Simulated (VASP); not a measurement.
```yaml
crystal:
  lattice:
    - [-1.47793, 1.47793, 1.47793]
    - [1.47793, -1.47793, 1.47793]
    - [1.47793, 1.47793, -1.47793]
  atoms:
    - { symbol: V, position: [0.00000, 0.00000, 0.00000] }
```

These are LDA (Ceperley-Alder, Perdew-Zunger), VASP's LDA PAW potentials (set 64) (plane waves; VASP) values and carry that method's errors. Run with 520 eV cut-off, 17×17×17 Γ-centred mesh, first-order Methfessel-Paxton smearing of 0.10 eV, potentials V_sv.

Question: Give the stress tensor in GPa (positive for a compressed cell).

Answer: 
```
-5.58   0.00   0.00
 0.00  -5.58   0.00
 0.00   0.00  -5.58
```
The pressure is its mean diagonal, -5.58 GPa.

The compound is V in the bcc structure. This cell is one point of a volume scan, at 1.03 of the reference volume. The run is not spin-polarised, so no magnetic state was tried.
